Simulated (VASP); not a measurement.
Given:

```
CELL_PARAMETERS angstrom
      3.80824     0.00000     0.00000
      0.00000     3.80824     0.00000
      0.00000     0.00000     3.80824
ATOMIC_POSITIONS crystal
  W  0.00000 0.00000 0.00000
  O  0.00000 0.00000 0.50000
  O  0.50000 0.00000 0.00000
  O  0.00000 0.50000 0.00000
```

Computed with PBEsol GGA, VASP's PBE PAW potentials (set 64) (plane waves; VASP). Run with 520 eV cut-off, 10×10×10 Γ-centred mesh, Gaussian smearing of 0.010 eV, potentials W_sv O.

The dielectric response may not be converged in the k-mesh; for small gaps it tends to come out too large.

Task: The job: WO3 (space group Pm-3m), 4 atoms, PBEsol, DFPT for ε, Born charges and Γ modes, 520 eV, 10×10×10 Γ-centred mesh. Roughly how much core time does it take on a busy server core?

Result: About 10 core-minutes (one run on a shared machine, a rough figure). It had 56 irreducible k-points, 20 bands, up to 1504 plane waves and 190 electronic steps.

The structure comes from a computed database's WO3 entry (Pm-3m); how it stands against other phases isn't given here. It was relaxed first.
